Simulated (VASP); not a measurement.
```
CELL_PARAMETERS angstrom
      4.10318     0.00000     0.00000
      0.00000     4.10318     0.00000
      0.00000     0.00000     4.10318
ATOMIC_POSITIONS crystal
  Ba 0.00000 0.00000 0.00000
  Hf 0.50000 0.50000 0.50000
  O  0.50000 0.00000 0.50000
  O  0.00000 0.50000 0.50000
  O  0.50000 0.50000 0.00000
```

All values below come from optB88-vdW, VASP's PBE PAW potentials (set 64) (plane waves; VASP). Settings: 520 eV cut-off, 5×5×5 Γ-centred mesh, Gaussian smearing of 0.050 eV, potentials Ba_sv Hf_pv O.

Give the stress tensor in GPa (positive for a compressed cell).

```
11.86   0.00   0.00
 0.00  11.86   0.00
 0.00   0.00  11.86
```
The pressure is its mean diagonal, 11.86 GPa.

The compound is BaHfO3 in the cubic perovskite structure. This cell is one point of a volume scan, at 0.94 of the reference volume.
